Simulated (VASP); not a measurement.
An input for Ansatz (written as the equivalent of a VASP run, and not itself run):

Ansatz 0.2 input:
```yaml
crystal:
  lattice:
    - [0.0000000, 2.3500000, 2.3500000]
    - [2.3500000, 0.0000000, 2.3500000]
    - [2.3500000, 2.3500000, 0.0000000]
  atoms:
    - { symbol: Zr, position: [0.0000000, 0.0000000, 0.0000000] }
    - { symbol: C, position: [0.5000000, 0.5000000, 0.5000000] }
kpoints:
  mp_grid: { grid: [12, 12, 12] }
hamiltonian:
  xc: pbe
  pseudopotentials: { kind: paw }
scf:
  occupations: { method: methfessel_paxton, width: 0.1 }
  max_iter: 100
output: { forces: true, stress: true, eigenvalues: true }
```

Translate this input to VASP (INCAR, KPOINTS, POSCAR, choice of POTCAR).

Several could match; the one computed here: 
**INCAR**
```
SYSTEM = ZrC
PREC = Accurate
ENCUT = 520
EDIFF = 1E-8
NELM = 100
ALGO = Normal
LREAL = .FALSE.
LASPH = .TRUE.
ISMEAR = 1
SIGMA = 0.1
GGA = PE
LMAXMIX = 4
LWAVE = .FALSE.
LCHARG = .FALSE.
ISIF = 2
```

File POSCAR:
```
ZrC
1
    0.0000000000     2.3500000000     2.3500000000
    2.3500000000     0.0000000000     2.3500000000
    2.3500000000     2.3500000000     0.0000000000
Zr C
1 1
Direct
  0.0000000000   0.0000000000   0.0000000000
  0.5000000000   0.5000000000   0.5000000000
```

KPOINTS:
```
Automatic
0
Gamma
 12 12 12
0 0 0
```

POTCAR, in this order: Zr_sv C (PBE.64 set). Program: vasp_std.

Limits of the translation: each code has its own PAW files, so the cut-off isn't converted (ENCUT is set for VASP's; basis.ecutwfc is left out, and Ansatz then takes the one that its files recommend); Ansatz stops its SCF on the density residual and VASP on the energy change (EDIFF).

The compound is ZrC in the rock salt structure. The cell was not relaxed at this level. The run is one of a series of settings (EDIFF = 1E-8 against the base run), some of them coarse on purpose.
